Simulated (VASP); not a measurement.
Here is the system:

```xyz
1
Lattice="0.0000 1.9802 2.0627 1.9802 0.0000 2.0627 1.9802 1.9802 0.0000" Properties=species:S:1:pos:R:3 pbc="T T T"
Au     0.0000     0.0000     0.0000
```

Level of theory: r2SCAN meta-GGA, VASP's PBE PAW potentials (set 64) (plane waves; VASP 6.6.1). Run with 480 eV cut-off, 14×14×14 Γ-centred mesh, first-order Methfessel-Paxton smearing of 0.10 eV, potentials Au.

Unless said otherwise, spin-orbit coupling is left out, though it shifts the bands of the heavy elements here.

Question: Estimate the energy per atom (σ→0), pressure, band gap (on the k-mesh) with the smallest direct gap where there is one.

Answer: 
```json
{
 "band gap (on the k-mesh)": "none (metal, semimetal or under 0.01 eV)",
 "energy per atom (σ→0)": "-50.526 eV/atom",
 "pressure": "16.34 GPa"
}
```

Only differences to runs with the same potentials and settings are physical.

The compound is Au in the fcc structure. This cell was strained or had an atom moved on purpose.
